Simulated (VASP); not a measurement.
Consider the following.

```xyz
4
Lattice="3.1108 0.0000 0.0000 -1.5554 2.6940 0.0000 0.0000 0.0000 4.9884" Properties=species:S:1:pos:R:3 pbc="T T T"
Al     1.5554     0.8980     2.4906
Al     0.0000     1.7960     4.9848
N      1.5554     0.8980     4.3933
N      0.0000     1.7960     1.8991
```

All values below come from revPBE GGA, VASP's PBE PAW potentials (set 64) (plane waves; VASP 6.6.1). Run with 400 eV cut-off, 10×10×6 Γ-centred mesh, Fermi-Dirac smearing of 0.050 eV, potentials Al N.

At this cut-off the stress carries a Pulay error, which pulls relaxed volumes low.

Task: Give the stress tensor in GPa (positive for a compressed cell).

Result: 
```
2.50  0.00  0.00
0.00  2.50  0.00
0.00  0.00  2.10
```
The pressure is its mean diagonal, 2.37 GPa.

The structure comes from a computed database's AlN entry; how it stands against other phases isn't given here. The cell was not relaxed at this level.
